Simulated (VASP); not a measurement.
Here is a VASP 6.6.1 calculation.

POSCAR

```
GaN                                     
1.0
    3.2177254920      0.0000000000      0.0000000000
   -1.6088627460      2.7866320143      0.0000000000
    0.0000000000      0.0000000000      5.2440545536
  Ga              N             
     2     2
Direct
     0.3333333300000021    0.6666666699999979    0.9991860844999652
     0.6666666699999979    0.3333333300000021    0.4991860844999651
     0.3333333300000021    0.6666666699999979    0.3758139155000349
     0.6666666699999979    0.3333333300000021    0.8758139155000348
```

File INCAR.step1:

```
SYSTEM = GaN
PREC     = Accurate       ! precision mode
ENCUT    = 520            ! plane-wave cutoff, eV
EDIFF    = 1E-5           ! SCF threshold, eV
ISMEAR   = 0              ! smearing method
SIGMA    = 0.03           ! smearing width, eV
LREAL    = .False.        ! projectors in reciprocal space
LASPH    = .True.         ! aspherical terms in the spheres
NELM     = 80             ! most SCF steps
ALGO     = Normal         ! electronic algorithm
ISIF     = 2              ! what is computed and relaxed
LWAVE    = .True.         ! write WAVECAR
LCHARG   = .False.        ! write CHGCAR
NBANDS   = 26             ! bands
GGA      = PE             ! functional
```

The input INCAR.step2:

```
SYSTEM = GaN
PREC     = Accurate       ! precision mode
ENCUT    = 520            ! plane-wave cutoff, eV
EDIFF    = 1E-6           ! SCF threshold, eV
ISMEAR   = 0              ! smearing method
SIGMA    = 0.03           ! smearing width, eV
LREAL    = .False.        ! projectors in reciprocal space
LASPH    = .True.         ! aspherical terms in the spheres
NELM     = 80             ! most SCF steps
ALGO     = Normal         ! electronic algorithm
ISIF     = 2              ! what is computed and relaxed
LWAVE    = .False.        ! write WAVECAR
LCHARG   = .False.        ! write CHGCAR
METAGGA  = MBJ            ! meta-GGA
NBANDS   = 26             ! bands
ISTART   = 1
```

File KPOINTS:

```
regular mesh
0
Gamma
  12 12 5
  0 0 0
```

The input KPOINTS_OPT:

```
explicit points
96
Reciprocal
 0.0000000000  0.0000000000  0.0000000000 1
 0.0555555556  0.0000000000  0.0000000000 1
 0.1111111111  0.0000000000  0.0000000000 1
 0.1666666667  0.0000000000  0.0000000000 1
 0.2222222222  0.0000000000  0.0000000000 1
 0.2777777778  0.0000000000  0.0000000000 1
 0.3333333333  0.0000000000  0.0000000000 1
 0.3888888889  0.0000000000  0.0000000000 1
 0.4444444444  0.0000000000  0.0000000000 1
 0.5000000000  0.0000000000  0.0000000000 1
 0.5000000000  0.0000000000  0.0000000000 1
 0.4814814815  0.0370370370  0.0000000000 1
 0.4629629630  0.0740740741  0.0000000000 1
 0.4444444444  0.1111111111  0.0000000000 1
 0.4259259259  0.1481481481  0.0000000000 1
 0.4074074074  0.1851851852  0.0000000000 1
 0.3888888889  0.2222222222  0.0000000000 1
 0.3703703703  0.2592592592  0.0000000000 1
 0.3518518518  0.2962962963  0.0000000000 1
 0.3333333333  0.3333333333  0.0000000000 1
 0.3333333333  0.3333333333  0.0000000000 1
 0.2962962963  0.2962962963  0.0000000000 1
 0.2592592592  0.2592592592  0.0000000000 1
 0.2222222222  0.2222222222  0.0000000000 1
 0.1851851852  0.1851851852  0.0000000000 1
 0.1481481481  0.1481481481  0.0000000000 1
 0.1111111111  0.1111111111  0.0000000000 1
 0.0740740741  0.0740740741  0.0000000000 1
 0.0370370370  0.0370370370  0.0000000000 1
 0.0000000000  0.0000000000  0.0000000000 1
 0.0000000000  0.0000000000  0.0000000000 1
 0.0000000000  0.0000000000  0.0555555556 1
 0.0000000000  0.0000000000  0.1111111111 1
 0.0000000000  0.0000000000  0.1666666667 1
 0.0000000000  0.0000000000  0.2222222222 1
 0.0000000000  0.0000000000  0.2777777778 1
 0.0000000000  0.0000000000  0.3333333333 1
 0.0000000000  0.0000000000  0.3888888889 1
 0.0000000000  0.0000000000  0.4444444444 1
 0.0000000000  0.0000000000  0.5000000000 1
 0.0000000000  0.0000000000  0.5000000000 1
 0.0555555556  0.0000000000  0.5000000000 1
 0.1111111111  0.0000000000  0.5000000000 1
 0.1666666667  0.0000000000  0.5000000000 1
 0.2222222222  0.0000000000  0.5000000000 1
 0.2777777778  0.0000000000  0.5000000000 1
 0.3333333333  0.0000000000  0.5000000000 1
 0.3888888889  0.0000000000  0.5000000000 1
 0.4444444444  0.0000000000  0.5000000000 1
 0.5000000000  0.0000000000  0.5000000000 1
 0.5000000000  0.0000000000  0.5000000000 1
 0.4814814815  0.0370370370  0.5000000000 1
 0.4629629630  0.0740740741  0.5000000000 1
 0.4444444444  0.1111111111  0.5000000000 1
 0.4259259259  0.1481481481  0.5000000000 1
 0.4074074074  0.1851851852  0.5000000000 1
 0.3888888889  0.2222222222  0.5000000000 1
 0.3703703703  0.2592592592  0.5000000000 1
 0.3518518518  0.2962962963  0.5000000000 1
 0.3333333333  0.3333333333  0.5000000000 1
 0.3333333333  0.3333333333  0.5000000000 1
 0.2962962963  0.2962962963  0.5000000000 1
 0.2592592592  0.2592592592  0.5000000000 1
 0.2222222222  0.2222222222  0.5000000000 1
 0.1851851852  0.1851851852  0.5000000000 1
 0.1481481481  0.1481481481  0.5000000000 1
 0.1111111111  0.1111111111  0.5000000000 1
 0.0740740741  0.0740740741  0.5000000000 1
 0.0370370370  0.0370370370  0.5000000000 1
 0.0000000000  0.0000000000  0.5000000000 1
 0.5000000000  0.0000000000  0.5000000000 1
 0.5000000000  0.0000000000  0.4444444444 1
 0.5000000000  0.0000000000  0.3888888889 1
 0.5000000000  0.0000000000  0.3333333333 1
 0.5000000000  0.0000000000  0.2777777778 1
 0.5000000000  0.0000000000  0.2222222222 1
 0.5000000000  0.0000000000  0.1666666667 1
 0.5000000000  0.0000000000  0.1111111111 1
 0.5000000000  0.0000000000  0.0555555556 1
 0.5000000000  0.0000000000  0.0000000000 1
 0.3333333333  0.3333333333  0.0000000000 1
 0.3333333333  0.3333333333  0.0555555556 1
 0.3333333333  0.3333333333  0.1111111111 1
 0.3333333333  0.3333333333  0.1666666667 1
 0.3333333333  0.3333333333  0.2222222222 1
 0.3333333333  0.3333333333  0.2777777778 1
 0.3333333333  0.3333333333  0.3333333333 1
 0.3333333333  0.3333333333  0.3888888889 1
 0.3333333333  0.3333333333  0.4444444444 1
 0.3333333333  0.3333333333  0.5000000000 1
 0.0000000000  0.0000000000  0.0000000000 1
 0.0000000000  0.0000000000  0.5000000000 1
 0.3333333333  0.3333333333  0.5000000000 1
 0.3333333333  0.3333333333  0.0000000000 1
 0.5000000000  0.0000000000  0.5000000000 1
 0.5000000000  0.0000000000  0.0000000000 1
```

Potentials or basis: VASP PAW PBE potentials, release 64 (Ga_d, N).

Run with:

```console
$ cat potpaw_PBE.64/Ga_d/POTCAR potpaw_PBE.64/N/POTCAR > POTCAR
$ cp INCAR.step1 INCAR
$ mpirun -np 1 vasp_std > vasp.out
$ cp INCAR.step2 INCAR
$ mpirun -np 1 vasp_std > vasp.out
```

(1) What does it give for the band gap on the k mesh?

(2) Estimate the band gap along the path.

Results:

(1) 2.91 eV, direct.

(2) 2.91 eV, direct.

**The experiment to reproduce.**

“Studying electronic properties in GaN without electrical contacts using γ-γ vs e−-γ Perturbed Angular Correlations”, 2019, pmc:6823545 quotes, for a bulk crystal of GaN: band gap 3.503 ± 0.005 eV (direct).

A measured gap of GaN is 3.503 eV (direct; quoted in “Studying electronic properties in GaN without electrical contacts using γ-γ vs e−-γ Perturbed Angular Correlations”, 2019, pmc:6823545); the calculated 2.91 eV misses it by -0.60 eV. Spin-orbit coupling on Ga is left out. The value is that of TB-mBJ, without temperature or zero-point motion.
